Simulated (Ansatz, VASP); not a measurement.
# CoSi: VASP beside Ansatz, part 2 of 3

Wanted: the spread between two codes on one cell, functional and k mesh. The structure shown is the start of the Ansatz relaxation below; VASP solves that cell, so the two are compared at the walk's first step.

VASP 6.6.1 and Ansatz 0.2.0.

So far: The starting structure; Ansatz: relaxation, PBEsol.

### Step 3. VASP: single point, PBEsol, start cell, pair 1

Level of this step: PBEsol, no spin polarisation; plane waves and PAW (Si, Co) (VASP).

The same cell, functional, mesh and smearing now go to VASP, with its own data sets.

Lines of VASP's logs that name or quote its potential files are left out, and so is its time.

The input, INCAR:

```
SYSTEM = CoSi
PREC = Accurate
ENCUT = 520
EDIFF = 1E-06
NELM = 120
ISMEAR = 1
SIGMA = 0.2
LREAL = .FALSE.
ALGO = Normal
GGA = PS
NBANDS = 34
LASPH = .TRUE.
LORBIT = 11
LWAVE = .FALSE.
LCHARG = .FALSE.
ISIF = 2
GGA_COMPAT = .FALSE.
KPAR = 2
```

The input, POSCAR:

```
CoSi
1.0
    4.3419000000      0.0000000000      0.0000000000
    0.0000000000      4.3419000000      0.0000000000
    0.0000000000      0.0000000000      4.3857580000
Si Co
4 4
Direct
    0.8432709183      0.8432709183      0.8432708781
    0.6567290817      0.1567290817      0.3432708781
    0.3432709183      0.6567290817      0.1567291219
    0.1567290817      0.3432709183      0.6567291219
    0.1456707893      0.1456707893      0.1456708282
    0.3543292107      0.8543294410      0.6456708282
    0.6456707893      0.3543292107      0.8543291718
    0.8543294410      0.6456707893      0.3543291718
```

The input, KPOINTS:

```
Automatic mesh
0
Gamma
8 8 8
0 0 0
```

PAW data sets: Si and Co (PBE family, release 64).

Launch:

```console
$ mpirun -np 2 vasp_std
```

Numbers of over 12 decimals in the logs are rounded to 6 here.

The program printed:

```text
[banner, memory and clock lines left out]
running    2 mpi-ranks, on    1 nodes
 distrk:  each k-point on    1 cores,    2 groups
 distr:  one band on    1 cores,    1 groups

 POSCAR found type information on POSCAR SiCo
 POSCAR found :  2 types and       8 ions
|                                                                             |
|               ----> ADVICE to this user running VASP <----                  |
|                                                                             |
|     You enforced a specific xc type in the INCAR file but a different       |
|     [... a line on the potential file left out ...]
|     I HOPE YOU KNOW WHAT YOU ARE DOING!                                     |
|                                                                             |

 LDA part: xc-table for (Slater+PW92), standard interpolation
 POSCAR, INCAR and KPOINTS ok, starting setup
 FFT: planning ... GRIDC
 FFT: planning ... GRID_SOFT
 FFT: planning ... GRID
 WAVECAR not read
 entering main loop
       N       E                     dE             d eps       ncg     rms          rms(c)
DAV:   1     0.353223860902E+03    0.35322E+03   -0.22157E+04  8500   0.177E+03
DAV:   2    -0.356297453715E+02   -0.38885E+03   -0.37424E+03  8500   0.382E+02
DAV:   3    -0.650379249145E+02   -0.29408E+02   -0.28259E+02  9130   0.127E+02
DAV:   4    -0.663943373313E+02   -0.13564E+01   -0.13411E+01 11342   0.243E+01
DAV:   5    -0.664408026220E+02   -0.46465E-01   -0.46370E-01 11430   0.435E+00    0.306E+01
DAV:   6    -0.715219940946E+02   -0.50812E+01   -0.14247E+02 11710   0.146E+02    0.264E+01
DAV:   7    -0.597329091848E+02    0.11789E+02   -0.56532E+01 10062   0.105E+02    0.844E+00
DAV:   8    -0.599061022066E+02   -0.17319E+00   -0.48032E+00  9540   0.126E+01    0.313E+00
DAV:   9    -0.597921023436E+02    0.11400E+00   -0.31826E-01 12688   0.672E+00    0.110E+00
DAV:  10    -0.597861089033E+02    0.59934E-02   -0.22078E-02 12338   0.104E+00    0.353E-01
DAV:  11    -0.597845557420E+02    0.15532E-02   -0.27581E-03 13936   0.541E-01    0.108E-01
DAV:  12    -0.597845114478E+02    0.44294E-04   -0.29123E-04 10186   0.182E-01    0.396E-02
DAV:  13    -0.597845106354E+02    0.81233E-06   -0.77741E-05 13442   0.528E-02    0.378E-02
DAV:  14    -0.597845064412E+02    0.41942E-05   -0.97660E-06 10058   0.289E-02    0.138E-02
DAV:  15    -0.597845058069E+02    0.63430E-06   -0.35613E-06  6512   0.156E-02
   1 F= -.59784506E+02 E0= -.59790118E+02  d E =0.168360E-01
```

From OUTCAR (step 3):

```text
ion  position               nearest neighbor table
   1  0.843  0.843  0.843-   5 2.28   7 2.29   6 2.29   8 2.31   7 2.38   6 2.38   8 2.40   4 2.69
                             4 2.69   3 2.69   3 2.69   2 2.71   2 2.71
   2  0.657  0.157  0.343-   6 2.28   8 2.29   5 2.29   7 2.31   8 2.38   5 2.38   7 2.40   3 2.69
                             3 2.69   4 2.69   4 2.69   1 2.71   1 2.71
   3  0.343  0.657  0.157-   7 2.28   5 2.29   8 2.29   6 2.31   5 2.38   8 2.38   6 2.40   2 2.69
                             2 2.69   1 2.69   1 2.69   4 2.71   4 2.71
   4  0.157  0.343  0.657-   8 2.28   6 2.29   7 2.29   5 2.31   6 2.38   7 2.38   5 2.40   1 2.69
                             1 2.69   2 2.69   2 2.69   3 2.71   3 2.71
   5  0.146  0.146  0.146-   1 2.28   3 2.29   2 2.29   4 2.31   3 2.38   2 2.38   4 2.40   8 2.67
                             8 2.67   7 2.68   7 2.68   6 2.69   6 2.69
   6  0.354  0.854  0.646-   2 2.28   4 2.29   1 2.29   3 2.31   4 2.38   1 2.38   3 2.40   7 2.67
                             7 2.67   8 2.68   8 2.68   5 2.69   5 2.69
   7  0.646  0.354  0.854-   3 2.28   1 2.29   4 2.29   2 2.31   1 2.38   4 2.38   2 2.40   6 2.67
                             6 2.67   5 2.68   5 2.68   8 2.69   8 2.69
   8  0.854  0.646  0.354-   4 2.28   2 2.29   3 2.29   1 2.31   2 2.38   3 2.38   1 2.40   5 2.67
                             5 2.67   6 2.68   6 2.68   7 2.69   7 2.69

  LATTYP: Found a simple tetragonal cell.
 ALAT       =     4.3419000000
 C/A-ratio  =     1.0101011078

 Subroutine GETGRP returns: Found  4 space group operations
 (whereof  1 operations were pure point group operations)

The static configuration has the point symmetry C_1 .
 The point group associated with its full space group is D_2 .

 Found    125 irreducible k-points:

   k-points           NKPTS =    125   k-points in BZ     NKDIM =    125   number of bands    NBANDS=     34

   dimension x,y,z NGX =    32 NGY =   32 NGZ =   36
   dimension x,y,z NGXF=    64 NGYF=   64 NGZF=   72

   ENCUT  =  520.0 eV  38.22 Ry    6.18 a.u.   8.07  8.07  8.15*2*pi/ulx,y,z

   NELECT =      52.0000    total number of electrons

 k-points in reciprocal lattice and weights: Automatic mesh
   0.00000000  0.00000000  0.00000000       0.002
   0.12500000  0.00000000  0.00000000       0.004
   0.00000000  0.12500000  0.00000000       0.004
   0.25000000  0.00000000  0.00000000       0.004
   0.00000000  0.25000000  0.00000000       0.004
   0.37500000  0.00000000  0.00000000       0.004
   0.00000000  0.37500000  0.00000000       0.004
   0.50000000  0.00000000  0.00000000       0.002
   0.00000000  0.50000000  0.00000000       0.002
[...]
-0.37500000  0.50000000  0.50000000       0.004
   0.50000000  0.50000000  0.50000000       0.002

 average (electrostatic) potential at core
       1 -76.5627       2 -76.5627       3 -76.5627       4 -76.5628       5 -75.4380
       6 -75.4380       7 -75.4380       8 -75.4380

 E-fermi :  12.7828

 k-point     1 :       0.0000    0.0000    0.0000
  band No.  band energies     occupation
    ...
     23      11.9498      2.00000
     24      11.9674      2.00000
     25      12.7881      0.95514
     26      12.7893      0.94476
     27      12.7992      0.86183
     28      15.5336     -0.00000
     29      15.5442     -0.00000
     30      15.5485     -0.00000
     31      15.8375     -0.00000
     32      15.9015     -0.00000
    ...

 k-point     2 :       0.1250    0.0000    0.0000
  band No.  band energies     occupation
    ...
     22      11.9315      2.00000
     23      11.9603      2.00000
     24      11.9886      2.00000
     25      12.5839      2.04911
     26      12.7483      1.28724
     27      13.1154     -0.04037
     28      15.0162     -0.00000
     29      15.1473     -0.00000
     30      15.4008     -0.00000
     31      15.5505     -0.00000
    ...

 k-point     3 :       0.0000    0.1250    0.0000
  band No.  band energies     occupation
    ...
     22      11.9277      2.00000
     23      11.9614      2.00000
     24      11.9858      2.00000
     25      12.5953      2.03471
     26      12.7385      1.36520
     27      13.1106     -0.04255
     28      15.0335     -0.00000
     29      15.1356     -0.00000
     30      15.4055     -0.00000
     31      15.5511     -0.00000
    ...

  Total        3.2427254      3.2508458      1.8366930      0.0000000      0.0000000      0.0000000
  in kB       62.8371462     62.9945030     35.5912186      0.0000000      0.0000000      0.0000000
  external PRESSURE =      53.8076226 kB  Pullay stress =       0.0000000 kB

  energy-cutoff  :      520.00
  volume of cell :       82.68
      direct lattice vectors                 reciprocal lattice vectors
     4.341900000  0.000000000  0.000000000     0.230313918  0.000000000  0.000000000
     0.000000000  4.341900000  0.000000000     0.000000000  0.230313918  0.000000000
     0.000000000  0.000000000  4.385758000     0.000000000  0.000000000  0.228010757

 POSITION                                       TOTAL-FORCE (eV/Angst)
 -----------------------------------------------------------------------------------
      3.66140      3.66140      3.69838         0.031784      0.018332      0.004350
      2.85145      0.68050      1.50550        -0.031784     -0.018332      0.004350
      1.49045      2.85145      0.68738         0.031784     -0.018332     -0.004350
      0.68050      1.49045      2.88026        -0.031784      0.018332     -0.004350
      0.63249      0.63249      0.63888         0.039089      0.036368      0.013846
      1.53846      3.70941      2.83176        -0.039089     -0.036368      0.013846
      2.80344      1.53846      3.74688         0.039089     -0.036368     -0.013846
      3.70941      2.80344      1.55400        -0.039089      0.036368     -0.013846
 -----------------------------------------------------------------------------------
    total drift:                               -0.000026     -0.000016     -0.000000

  FREE ENERGIE OF THE ION-ELECTRON SYSTEM (eV)
  ---------------------------------------------------
  free  energy   TOTEN  =       -59.7845058069 eV

  energy  without entropy=      -59.8013418135  energy(sigma->0) =      -59.79011781

 total charge
# of ion       s       p       d       tot
------------------------------------------
    1        0.725   0.917   0.000   1.643
    2        0.725   0.917   0.000   1.643
    3        0.725   0.917   0.000   1.643
    4        0.725   0.917   0.000   1.643
    5        0.461   0.676   7.620   8.757
    6        0.461   0.676   7.620   8.757
    7        0.461   0.676   7.620   8.757
    8        0.461   0.676   7.620   8.757
--------------------------------------------------
tot          4.747   6.372  30.481  41.601

[... 3 further parts left out ...]
```

This run has no spin polarisation, so a moment on Co, if there is one, isn't seen.

### Step 4. Differences

Known differences besides the potentials themselves: the data sets hold 84 valence electrons in Ansatz (on its PAW soft_1 files) and 52 in VASP; the cutoff is 420 eV in Ansatz and 520 eV in VASP; Ansatz makes its cores anew for this functional, VASP keeps those of its PBE data sets. Total energies have different zeros and are not compared.

Forces (eV/Å; atoms numbered as in POSCAR):

```csv
atom,"Ansatz x, y, z","VASP x, y, z"
Si1,"0.030, 0.016, 0.002","0.032, 0.018, 0.004"
Si2,"-0.030, -0.016, 0.002","-0.032, -0.018, 0.004"
Si3,"0.030, -0.016, -0.002","0.032, -0.018, -0.004"
Si4,"-0.030, 0.016, -0.002","-0.032, 0.018, -0.004"
Co5,"0.035, 0.030, 0.009","0.039, 0.036, 0.014"
Co6,"-0.035, -0.030, 0.009","-0.039, -0.036, 0.014"
Co7,"0.035, -0.030, -0.009","0.039, -0.036, -0.014"
Co8,"-0.035, 0.030, -0.009","-0.039, 0.036, -0.014"
```

The forces differ by 4.0 meV/Å r.m.s., which is 14.6 % of the r.m.s. force of 0.027 eV/Å (both taken over all components).

### Step 5. What the set-up changes

Further runs change the set-up of one program: Ansatz's method, potentials or start, or VASP's data sets, cutoff or form of LDA. The table gives that difference for each run.

```csv
run,r.m.s. force difference (meV/Å)
as above,4.0
VASP with a cutoff of 600 eV (perhaps on Ansatz's relaxed cell),3.8
```

### Step 6. Ansatz: relaxation, PBEsol

The two programs are compared at the cell with which this relaxation starts, whose forces are those of its first step. The cell compared in this pair holds 87.10 Å³, against 82.68 Å³ for the pair before.

The structure compared here is the start of the Ansatz relaxation; VASP solves that cell, so the two are compared at the walk's first step.

The input, input.yaml:

```yaml
crystal:
  lattice:
    - [4.4734732118, 0.0, 0.0]
    - [0.0, 4.4734732118, 0.0]
    - [0.0, 0.0, 4.3526336329]
  atoms:
    - { symbol: Si, position: [0.8427023793, 0.8430187541, 0.8436324145] }
    - { symbol: Si, position: [0.6572976207, 0.1569812459, 0.3436324145] }
    - { symbol: Si, position: [0.3427023793, 0.6569812459, 0.1563675855] }
    - { symbol: Si, position: [0.1572976207, 0.3430187541, 0.6563675855] }
    - { symbol: Co, position: [0.1449577827, 0.1451725603, 0.1454291308] }
    - { symbol: Co, position: [0.3550422173, 0.8548274397, 0.6454291308] }
    - { symbol: Co, position: [0.6449577827, 0.3548274397, 0.8545708692] }
    - { symbol: Co, position: [0.8550422173, 0.6451725603, 0.3545708692] }
kpoints:
  mp_grid: { grid: [8, 8, 8] }
hamiltonian:
  xc: pbesol
  pseudopotentials: { kind: paw, azcp: { folder: soft_1 }, xc_functional: pbe }
scf:
  occupations: { method: methfessel_paxton, width: 0.2 }
output:
  forces: true
  stress: true
  eigenvalues: true
relax:
  adjacent_minimum: "off"
  f_tol: 0.001
  max_steps: 60
  cell: { stress_tol: 0.01, fix: [a, b, gamma] }
```

Launch:

```console
$ ansatz run input.yaml --threads 4 --pin off --max-ram 16384MiB --backend cpu --events-out ev --progress --plain --runs-dir out
```

The program printed:

```text
[...]
Crystal: 8 atoms, lattice volume = 87.105 Å³
Basis set: ecut = 420 eV, 1719 PW (Γ), exchange–correlation on 60×60×60 points (8 copies of the dense FFT grid, shifted against one another)
Bands: 51, of which v1, the nominal top of the filled ones, is band 42 counted from 1 (41 counted from 0)
Symmetry: 4 space group operations
[...]
k-points: 125 of 512 (time reversal used)
[...]
atoms:
    - { symbol: Si, position: [0.842195, 0.842649, 0.844067] }
    - { symbol: Si, position: [0.657805, 0.157351, 0.344067] }
    - { symbol: Si, position: [0.342195, 0.657351, 0.155933] }
    - { symbol: Si, position: [0.157805, 0.342649, 0.655933] }
    - { symbol: Co, position: [0.143972, 0.144534, 0.145039] }
    - { symbol: Co, position: [0.356028, 0.855466, 0.645039] }
    - { symbol: Co, position: [0.643972, 0.355466, 0.854961] }
    - { symbol: Co, position: [0.856028, 0.644534, 0.354961] }
[key lines of the parts left out:]
SCF converged after 6 iterations
Free energy (F): -22863.691902 eV
Fermi energy:    16.657390 eV
P = ⅓ Tr σ = -5.3466 GPa (-53.466 kbar)
```

### Step 7. VASP: single point, PBEsol, start cell, pair 2

The same cell, functional, mesh and smearing now go to VASP, with its own data sets.

INCAR is that of step 3.

The input, POSCAR:

```
CoSi
1.0
    4.4734730000      0.0000000000      0.0000000000
    0.0000000000      4.4734730000      0.0000000000
    0.0000000000      0.0000000000      4.3526340000
Si Co
4 4
Direct
    0.8427025266      0.8430188357      0.8436323844
    0.6572975851      0.1569811643      0.3436323844
    0.3427024149      0.6569812761      0.1563676156
    0.1572976969      0.3430187239      0.6563676156
    0.1449578437      0.1451726656      0.1454291815
    0.3550422681      0.8548275579      0.6454291815
    0.6449577319      0.3548274461      0.8545708185
    0.8550421563      0.6451725539      0.3545708185
```

KPOINTS is that of step 3.

Launch:

```console
$ mpirun -np 2 vasp_std
```

The program printed:

```text
[banner, memory and clock lines left out]
running    2 mpi-ranks, on    1 nodes
[...]
[... a notice as in an earlier step ...]

 LDA part: xc-table for (Slater+PW92), standard interpolation
 POSCAR, INCAR and KPOINTS ok, starting setup
[...]
entering main loop
       N       E                     dE             d eps       ncg     rms          rms(c)
DAV:   1     0.348568468046E+03    0.34857E+03   -0.22198E+04  8500   0.175E+03
DAV:   2    -0.361031285801E+02   -0.38467E+03   -0.37039E+03  8500   0.377E+02
DAV:   3    -0.649613809939E+02   -0.28858E+02   -0.27688E+02  9134   0.124E+02
DAV:   4    -0.663457913326E+02   -0.13844E+01   -0.13656E+01 11206   0.242E+01
[...]
DAV:  13    -0.597258875899E+02   -0.23650E-05   -0.69804E-05 13592   0.540E-02    0.342E-02
DAV:  14    -0.597258826560E+02    0.49338E-05   -0.17374E-05 11930   0.350E-02    0.419E-03
DAV:  15    -0.597258827038E+02   -0.47720E-07   -0.10217E-06  4846   0.983E-03
   1 F= -.59725883E+02 E0= -.59732001E+02  d E =0.183563E-01
```

OUTCAR, selected parts (step 7):

```text
  Total       -4.9279714     -4.8930566     -1.5166502      0.0000000      0.0000000      0.0000000
  in kB      -90.6435627    -90.0013514    -27.8967895      0.0000000      0.0000000      0.0000000
  external PRESSURE =     -69.5139012 kB  Pullay stress =       0.0000000 kB

 POSITION                                       TOTAL-FORCE (eV/Angst)
 -----------------------------------------------------------------------------------
      3.76981      3.77122      3.67202        -0.018705     -0.014950      0.004729
      2.94040      0.70225      1.49571         0.018705      0.014950      0.004729
      1.53307      2.93899      0.68061        -0.018705      0.014950     -0.004729
      0.70367      1.53448      2.85693         0.018705     -0.014950     -0.004729
      0.64846      0.64943      0.63300        -0.032378     -0.023838     -0.009434
      1.58827      3.82405      2.80932         0.032378      0.023838     -0.009434
      2.88520      1.58731      3.71963        -0.032378      0.023838      0.009434
      3.82501      2.88616      1.54332         0.032378     -0.023838      0.009434
 -----------------------------------------------------------------------------------
    total drift:                                0.000056     -0.000044      0.000067

  FREE ENERGIE OF THE ION-ELECTRON SYSTEM (eV)
  ---------------------------------------------------
  free  energy   TOTEN  =       -59.7258827038 eV

  energy  without entropy=      -59.7442389732  energy(sigma->0) =      -59.73200146

[... 1 part as in an earlier step ...]

[... 2 further parts left out ...]
[key lines of the parts left out:]
E-fermi :  11.9618
```

The run ends at a pressure of -6.95 GPa, with forces up to 0.041 eV/Å.

### Step 8. Side by side

What differs besides the data sets and the points named for the pairs above, as far as they apply: the data sets hold 84 valence electrons in Ansatz (on its PAW soft_1 files) and 52 in VASP. Total energies have different zeros and are not compared.

At this near-relaxed geometry the largest component of a force difference is 5 meV/Å.

### Step 9. What the set-up changes

Further runs change the set-up of one program: Ansatz's method, potentials or start, or VASP's data sets, cutoff or form of LDA. The table gives that difference for each run.

```csv
run,r.m.s. force difference (meV/Å)
as above,3.6
VASP with a cutoff of 600 eV (perhaps on Ansatz's relaxed cell),4.2
```

(Part 2 of 3 ends here.)

[Lines on the potential files, build, host, timing and source positions are cut from VASP's logs without a mark.]

[Logs are printed without paths, hosts, clocks, repeated set-up lines and the standing remarks that a program may print on its own settings, such as how far it seeks lower states.]

[Hosts, paths, dates, database ids (printed as entryN), source tags and the programs' standing remarks are cut or masked in the printed files.]

[Rows of further runs with another cutoff or data set may stand on the cell that Ansatz relaxed, not on the start cell of the pair above them.]
